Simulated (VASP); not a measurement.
The system is YZn.

```
Y Zn
1.0
     0.00000    2.96299    2.96299
     2.96299    0.00000    2.96299
     2.96299    2.96299    0.00000
Y Zn
1 1
Direct
  0.00000 0.00000 0.00000
  0.50000 0.50000 0.50000
```

The cell comes from a database or a generator and needn't be the stable form of this composition.

| Quantity | Value |
| --- | --- |
| Program | VASP 6.6.1 |
| Task | relaxation of cell and atoms |
| Functional | LDA |
| Potentials or basis | VASP PAW LDA potentials, release 64 (Y_sv, Zn) |
| Cutoff | 600 eV |
| k mesh | 7 × 7 × 7 |
| Occupations | methfessel-paxton, width 0.1 eV |
| Spin | no spin polarisation |

At the start: pressure -4.5 GPa; volume 26.01 Å³/atom.

Question: Where does the relaxation end?

Answer: Over 3 steps the energy falls by 31.6 meV/atom and the volume is 23.90 Å³/atom (-8.1 %); space group Fm-3m (No. 225, to 0.05 Å).

The path:
```
step  energy change (eV)  largest force (eV/Å)  pressure (GPa)  volume (Å³)
   1              0.0000                0.0000           -4.45        52.03
   2             -0.0585                0.0000            1.47        46.77
   3             -0.0631                0.0000            0.02        47.81
```

Final structure:
```
Y Zn
1.0
     0.00000    2.88061    2.88061
     2.88061    0.00000    2.88061
     2.88061    2.88061    0.00000
Y Zn
1 1
Direct
  0.00000 0.00000 0.00000
  0.50000 0.50000 0.50000
```
